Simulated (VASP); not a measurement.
Data:

```xyz
3
Lattice="0.0000 3.4900 3.4900 3.4900 0.0000 3.4900 3.4900 3.4900 0.0000" Properties=species:S:1:pos:R:3 pbc="T T T"
Sr     0.0000     0.0000     0.0000
Cl     1.7450     1.7450     1.7450
Cl     5.2350     5.2350     5.2350
```

Calculation: PBE GGA with D4 dispersion, VASP's PBE PAW potentials (set 64) (plane waves; VASP 6.6.1). Run with 520 eV cut-off, 5×5×5 Γ-centred mesh, Gaussian smearing of 0.050 eV, potentials Sr_sv Cl.

Question: Predict the energy per atom (σ→0).

Answer: 
```yaml
energy per atom (σ→0): -4.455 eV/atom
```

The absolute energy has meaning only against runs of the same code, potentials and settings.

The compound is SrCl2 in the fluorite structure. The cell was not relaxed at this level. The start is the result of an earlier pass.
